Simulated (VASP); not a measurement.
All values below come from r2SCAN meta-GGA, VASP's PBE PAW potentials (set 64) (plane waves; VASP).

VASP ran on this input.

File POSCAR:
```
V(211) slab
1
    2.5833299409     0.0000000000    -0.0000000000
    0.0000000000     4.2185599931    -0.0000000000
    0.0000000000    -0.0000000000    24.5095379504
V
8
Direct
  0.3255053192   0.7500000000   0.3303306739
  0.6803517183   0.2500000000   0.3741732876
  0.9946296725   0.7500000000   0.4223005686
  0.3304475150   0.2500000000   0.4769851246
  0.6695524850   0.7500000000   0.5230148754
  0.0053703275   0.2500000000   0.5776994314
  0.3196482817   0.7500000000   0.6258267124
  0.6744946808   0.2500000000   0.6696693261
```

**INCAR**
```
LDIPOL  =  .True.
LREAL  =  .False.   ! projection in real space or not
EDIFF  =  1E-5
IBRION  =  2   ! conjugate gradients
LMIXTAU  =  .True.
EDIFFG  =  -0.03   ! ionic stop
SYSTEM  =  V(211) slab
LWAVE  =  .True.
ISMEAR  =  1
IDIPOL  =  3
NELM  =  100
NELMIN  =  4
SIGMA  =  0.1   ! width (eV)
METAGGA  =  R2SCAN
LASPH  =  .True.   ! aspherical one-centre terms
LCHARG  =  .False.
LMAXMIX  =  4
ISIF  =  2   ! forces and stress, cell fixed
PREC  =  Normal
ENCUT  =  400
DIPOL  =  0.5 0.5 0.5
ALGO  =  Normal   ! blocked Davidson
NSW  =  120
```

KPOINTS:
```
Automatic mesh
0
Gamma
11 7 1
0 0 0
```

POTCAR, in this order: V_sv (PBE.64 set). Program: vasp_std.

The run wrote:

**OSZICAR**
```
...
DAV:   5    -0.109078290917E+03    0.36521E-03   -0.54858E-03  3888   0.529E-01    0.935E-02
DAV:   6    -0.109078910022E+03   -0.61911E-03   -0.15981E-03  3662   0.279E-01    0.112E-01
DAV:   7    -0.109079365953E+03   -0.45593E-03   -0.12101E-03  3474   0.247E-01    0.405E-02
DAV:   8    -0.109079509836E+03   -0.14388E-03   -0.30766E-04  3048   0.126E-01    0.141E-02
DAV:   9    -0.109079749535E+03   -0.23970E-03   -0.16152E-04  2832   0.870E-02    0.102E-02
DAV:  10    -0.109079843281E+03   -0.93745E-04   -0.13859E-04  2770   0.783E-02    0.642E-03
DAV:  11    -0.109079865632E+03   -0.22351E-04   -0.24997E-05  2392   0.335E-02    0.348E-03
DAV:  12    -0.109079870822E+03   -0.51898E-05   -0.83733E-06  2112   0.202E-02
   9 F= -.10907987E+03 E0= -.10908098E+03  d E =-.158869E-02
       N       E                     dE             d eps       ncg     rms          rms(c)
DAV:   1    -0.108930775456E+03    0.14909E+00   -0.17656E+01  3696   0.490E+01    0.799E-01
DAV:   2    -0.109157406412E+03   -0.22663E+00   -0.15979E+00  3400   0.826E+00    0.270E+00
DAV:   3    -0.109089000763E+03    0.68406E-01   -0.45426E-01  3912   0.533E+00    0.770E-01
DAV:   4    -0.109091599877E+03   -0.25991E-02   -0.12393E-01  3968   0.231E+00    0.825E-01
DAV:   5    -0.109085221695E+03    0.63782E-02   -0.57212E-02  3874   0.161E+00    0.301E-01
DAV:   6    -0.109082293322E+03    0.29284E-02   -0.14114E-02  3858   0.829E-01    0.354E-01
DAV:   7    -0.109080769597E+03    0.15237E-02   -0.95289E-03  3816   0.709E-01    0.117E-01
DAV:   8    -0.109080386737E+03    0.38286E-03   -0.20253E-03  3078   0.319E-01    0.409E-02
DAV:   9    -0.109081150852E+03   -0.76411E-03   -0.68529E-04  3066   0.164E-01    0.265E-02
DAV:  10    -0.109081256544E+03   -0.10569E-03   -0.81036E-04  3042   0.164E-01    0.107E-02
DAV:  11    -0.109081307272E+03   -0.50728E-04   -0.14226E-04  3176   0.825E-02    0.722E-03
DAV:  12    -0.109081414783E+03   -0.10751E-03   -0.85975E-05  2800   0.638E-02    0.641E-03
DAV:  13    -0.109081376811E+03    0.37972E-04   -0.67501E-05  2508   0.616E-02    0.358E-03
DAV:  14    -0.109081389544E+03   -0.12733E-04   -0.26919E-05  2276   0.360E-02    0.286E-03
DAV:  15    -0.109081424684E+03   -0.35141E-04   -0.35588E-05  2364   0.425E-02    0.268E-03
DAV:  16    -0.109081398599E+03    0.26086E-04   -0.17252E-05  2204   0.294E-02    0.139E-03
DAV:  17    -0.109081383815E+03    0.14783E-04   -0.10432E-05  1988   0.258E-02    0.835E-04
DAV:  18    -0.109081381734E+03    0.20816E-05   -0.71696E-06  1984   0.184E-02
  10 F= -.10908138E+03 E0= -.10908211E+03  d E =-.309961E-02
       N       E                     dE             d eps       ncg     rms          rms(c)
DAV:   1    -0.109072020626E+03    0.93632E-02   -0.11223E+00  3696   0.124E+01    0.195E-01
DAV:   2    -0.109083920567E+03   -0.11900E-01   -0.10462E-01  3496   0.212E+00    0.728E-01
DAV:   3    -0.109080495094E+03    0.34255E-02   -0.30834E-02  3936   0.127E+00    0.145E-01
DAV:   4    -0.109081078977E+03   -0.58388E-03   -0.60522E-03  3968   0.512E-01    0.197E-01
DAV:   5    -0.109080841131E+03    0.23785E-03   -0.29503E-03  3888   0.385E-01    0.701E-02
DAV:   6    -0.109081087107E+03   -0.24598E-03   -0.78182E-04  3920   0.193E-01    0.825E-02
DAV:   7    -0.109081241432E+03   -0.15432E-03   -0.53508E-04  3690   0.160E-01    0.325E-02
DAV:   8    -0.109081424982E+03   -0.18355E-03   -0.12131E-04  2898   0.792E-02    0.111E-02
DAV:   9    -0.109081482090E+03   -0.57107E-04   -0.55430E-05  2424   0.507E-02    0.655E-03
DAV:  10    -0.109081532272E+03   -0.50183E-04   -0.41990E-05  2368   0.541E-02    0.292E-03
DAV:  11    -0.109081533267E+03   -0.99486E-06   -0.81607E-06  1988   0.225E-02
  11 F= -.10908153E+03 E0= -.10908237E+03  d E =-.325114E-02
       N       E                     dE             d eps       ncg     rms          rms(c)
DAV:   1    -0.109068502323E+03    0.13030E-01   -0.16150E+00  3704   0.150E+01    0.205E-01
DAV:   2    -0.109079111545E+03   -0.10609E-01   -0.11926E-01  2976   0.222E+00    0.109E-01
DAV:   3    -0.109082662715E+03   -0.35512E-02   -0.78362E-03  3764   0.598E-01    0.292E-01
DAV:   4    -0.109081856552E+03    0.80616E-03   -0.53291E-03  3952   0.496E-01    0.758E-02
DAV:   5    -0.109082271278E+03   -0.41473E-03   -0.12399E-03  3082   0.213E-01    0.645E-02
DAV:   6    -0.109082454223E+03   -0.18294E-03   -0.59079E-04  3868   0.190E-01    0.607E-02
DAV:   7    -0.109082528584E+03   -0.74362E-04   -0.38018E-04  3604   0.138E-01    0.272E-02
DAV:   8    -0.109082548750E+03   -0.20166E-04   -0.83364E-05  3018   0.679E-02    0.184E-02
DAV:   9    -0.109082641265E+03   -0.92515E-04   -0.44540E-05  2230   0.474E-02    0.614E-03
DAV:  10    -0.109082624714E+03    0.16551E-04   -0.23655E-05  2202   0.346E-02    0.358E-03
DAV:  11    -0.109082632348E+03   -0.76342E-05   -0.74314E-06  1940   0.200E-02
  12 F= -.10908263E+03 E0= -.10908345E+03  d E =-.109908E-02
       N       E                     dE             d eps       ncg     rms          rms(c)
DAV:   1    -0.108998589836E+03    0.84035E-01   -0.96566E+00  3704   0.366E+01    0.511E-01
DAV:   2    -0.109080651761E+03   -0.82062E-01   -0.70733E-01  2976   0.543E+00    0.247E-01
DAV:   3    -0.109083986889E+03   -0.33351E-02   -0.21444E-02  3576   0.938E-01    0.354E-01
DAV:   4    -0.109083440198E+03    0.54669E-03   -0.12614E-02  3960   0.781E-01    0.264E-01
DAV:   5    -0.109082491181E+03    0.94902E-03   -0.10113E-02  3962   0.626E-01    0.225E-01
DAV:   6    -0.109082594757E+03   -0.10358E-03   -0.57134E-03  3858   0.523E-01    0.158E-01
DAV:   7    -0.109083196350E+03   -0.60159E-03   -0.26141E-03  3944   0.334E-01    0.870E-02
DAV:   8    -0.109083250261E+03   -0.53910E-04   -0.56363E-04  3790   0.178E-01    0.385E-02
DAV:   9    -0.109083622077E+03   -0.37182E-03   -0.29285E-04  2750   0.994E-02    0.880E-03
DAV:  10    -0.109083615895E+03    0.61821E-05   -0.11569E-04  2852   0.687E-02    0.682E-03
DAV:  11    -0.109083671553E+03   -0.55658E-04   -0.63751E-05  2328   0.551E-02    0.324E-03
DAV:  12    -0.109083701693E+03   -0.30140E-04   -0.19081E-05  2266   0.301E-02    0.224E-03
DAV:  13    -0.109083677112E+03    0.24581E-04   -0.14838E-05  2096   0.283E-02    0.225E-03
DAV:  14    -0.109083695794E+03   -0.18682E-04   -0.35424E-06  1900   0.153E-02    0.102E-03
DAV:  15    -0.109083671714E+03    0.24079E-04   -0.68044E-06  1946   0.172E-02    0.822E-04
DAV:  16    -0.109083681780E+03   -0.10066E-04   -0.78152E-06  2038   0.167E-02    0.833E-04
DAV:  17    -0.109083674879E+03    0.69009E-05   -0.22451E-06  1738   0.125E-02
  13 F= -.10908367E+03 E0= -.10908445E+03  d E =-.214161E-02
       N       E                     dE             d eps       ncg     rms          rms(c)
DAV:   1    -0.109078458799E+03    0.52230E-02   -0.65476E-01  3696   0.945E+00    0.159E-01
DAV:   2    -0.109082902699E+03   -0.44439E-02   -0.55991E-02  3270   0.163E+00    0.379E-01
DAV:   3    -0.109082645479E+03    0.25722E-03   -0.87978E-03  3846   0.837E-01    0.100E-01
DAV:   4    -0.109083465030E+03   -0.81955E-03   -0.30036E-03  3912   0.332E-01    0.187E-01
DAV:   5    -0.109083624072E+03   -0.15904E-03   -0.23600E-03  3968   0.322E-01    0.978E-02
DAV:   6    -0.109083665047E+03   -0.40975E-04   -0.94710E-04  3768   0.212E-01    0.750E-02
DAV:   7    -0.109083895421E+03   -0.23037E-03   -0.60703E-04  3606   0.158E-01    0.399E-02
DAV:   8    -0.109084007804E+03   -0.11238E-03   -0.14968E-04  2864   0.804E-02    0.125E-02
DAV:   9    -0.109084038178E+03   -0.30374E-04   -0.42553E-05  2470   0.479E-02    0.474E-03
DAV:  10    -0.109084026933E+03    0.11245E-04   -0.17349E-05  2080   0.336E-02    0.287E-03
DAV:  11    -0.109084037769E+03   -0.10836E-04   -0.70625E-06  1900   0.216E-02    0.164E-03
DAV:  12    -0.109084018372E+03    0.19397E-04   -0.79311E-06  1864   0.245E-02    0.994E-04
DAV:  13    -0.109084030476E+03   -0.12104E-04   -0.29995E-06  1730   0.143E-02    0.747E-04
DAV:  14    -0.109084031582E+03   -0.11061E-05   -0.11553E-06  1664   0.815E-03
  14 F= -.10908403E+03 E0= -.10908484E+03  d E =-.356703E-03
```

File OUTCAR:
```
------------------------ aborting loop because EDIFF is reached ----------------------------------------
  FORCE on cell =-STRESS in cart. coord.  units (eV):
  Direction    XX          YY          ZZ          XY          YZ          ZX
  --------------------------------------------------------------------------------------
  Total       -1.6633473     -4.1243209     -1.1004839      0.0000000      0.0000000      0.2437086
  in kB       -9.9773286    -24.7390942     -6.6010809      0.0000000      0.0000000      1.4618480
  external PRESSURE =     -13.7725012 kB  Pullay stress =       0.0000000 kB
  volume of cell :      267.10
      direct lattice vectors                 reciprocal lattice vectors
     2.583329941  0.000000000  0.000000000     0.387097283  0.000000000  0.000000000
     0.000000000  4.218559993  0.000000000     0.000000000  0.237047713  0.000000000
     0.000000000  0.000000000 24.509537950     0.000000000  0.000000000  0.040800443
 POSITION                                       TOTAL-FORCE (eV/Angst)
 -----------------------------------------------------------------------------------
      0.71811      3.16392      8.17207        -0.011076     -0.000000      0.019090
      1.74485      1.05464      9.21160         0.006270     -0.000000     -0.001034
      2.56885      3.16392     10.40641        -0.005494     -0.000000      0.015093
      0.82786      1.05464     11.69391        -0.000802     -0.000000     -0.006865
      1.75547      3.16392     12.81563         0.000802     -0.000000      0.006865
      0.01448      1.05464     14.10313         0.005494      0.000000     -0.015093
      0.83848      3.16392     15.29794        -0.006270     -0.000000      0.001034
      1.86522      1.05464     16.33747         0.011076      0.000000     -0.019090
 -----------------------------------------------------------------------------------
    total drift:                                0.000000      0.000000      0.000000
  FREE ENERGIE OF THE ION-ELECTRON SYSTEM (eV)
  ---------------------------------------------------
  free  energy   TOTEN  =      -109.0840315821 eV

  energy  without entropy=     -109.0864493453  energy(sigma->0) =     -109.08483750

 reached required accuracy - stopping structural energy minimisation
```
(Selected blocks of OUTCAR.)

**CONTCAR**
```
V(211) slab
   1.00000000000000
     2.5833299409000001    0.0000000000000000    0.0000000000000000
     0.0000000000000000    4.2185599931000004    0.0000000000000000
     0.0000000000000000    0.0000000000000000   24.5095379503999986
  V
     8
Direct
     0.2779792246215355    0.7500000000000000    0.3334241040804212
     0.6754265552059576    0.2500000000000000    0.3758374091864308
     0.9943945760736704    0.7500000000000000    0.4245860444942110
     0.3204614980197215    0.2500000000000000    0.4771167387158451
     0.6795385019802788    0.7500000000000000    0.5228832612841547
     0.0056054239263295    0.2500000000000000    0.5754139555057890
     0.3245734447940422    0.7500000000000000    0.6241625908135693
     0.7220207753784644    0.2500000000000000    0.6665758959195788
```

The cell is a thin slab with vacuum, built from V (bcc): (211) face. The run is not spin-polarised, so no magnetic state was tried.
